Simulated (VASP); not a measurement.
Wanted: the native input for a VASP 6.6.1 run.

| Item | Value |
| --- | --- |
| Task | single point |
| Functional | PBE |
| Potentials or basis | VASP PAW PBE potentials, release 64 (Ti_sv, Rh_pv, C) |
| Cutoff | 520 eV |
| k mesh | 8 × 8 × 7 |
| Occupations | fermi-dirac, width 0.05 eV |
| Spin | no spin polarisation |
| Further INCAR settings | ALGO = Normal; EDIFF = 1e-07; NBANDS = 22 |

The structure of TiRhC lies in POSCAR:

```
TiRhC
1.0
    3.4998000000      0.0000000000      0.0000000000
    0.0000000000      3.4998000000      0.0000000000
    0.0000000000      0.0000000000      4.0714300000
Ti Rh C
1 1 1
Direct
    0.5000000000      0.5000000000      0.0000000000
    0.0000000000      0.0000000000      0.0000000000
    0.5000000000      0.5000000000      0.5000000000
```

The cell was built by a generator and needn't be a form met in nature.

The input as run:

INCAR

```
SYSTEM = TiRhC
PREC = Accurate
ENCUT = 520
EDIFF = 1E-7
ISMEAR = -1
SIGMA = 0.05
LREAL = .False.
LASPH = .True.
NELM = 80
ALGO = Normal
ISIF = 2
LWAVE = .False.
LCHARG = .False.
GGA = PE
NBANDS = 22
```

KPOINTS

```
Automatic mesh
0
Gamma
  8 8 7
  0 0 0
```

Potentials or basis: VASP PAW PBE potentials, release 64 (Ti_sv, Rh_pv, C).

Command:

```console
$ cat potpaw_PBE.64/Ti_sv/POTCAR potpaw_PBE.64/Rh_pv/POTCAR potpaw_PBE.64/C/POTCAR > POTCAR
$ mpirun -np 1 vasp_std > vasp.out
```

Results of the run:

* Pressure: 0.4 GPa
* Band gap on the k mesh: none (metal or under the smearing width)

It took 64 s on 1 thread of Intel(R) Xeon(R) Platinum 8259CL CPU @ 2.50GHz (Skylake/Cascade Lake), with other jobs on the host, peak memory 0.21 GiB.
